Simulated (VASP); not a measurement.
Data:

```yaml
crystal:
  lattice:
    - [-2.85608, 2.85608, 2.85608]
    - [2.85608, -2.85608, 2.85608]
    - [2.85608, 2.85608, -2.85608]
  atoms:
    - { symbol: Rb, position: [0.00000, 0.00000, 0.00000] }
```

These are SCAN meta-GGA, VASP's PBE PAW potentials (set 64) (plane waves; VASP) values and carry that method's errors. Numerical set-up: 520 eV cut-off, 10×10×10 Γ-centred mesh, tetrahedra with Blöchl corrections, potentials Rb_sv.

**Question.** What does the run give for the energy per atom (σ→0), band gap (over mesh and band path) with the smallest direct gap where there is one?

**Answer.** 
* **band gap (over mesh and band path)**: none (metal, semimetal or under 0.01 eV)
* **energy per atom (σ→0)**: -20.732 eV/atom

The compound is Rb in the bcc structure. It was relaxed first.
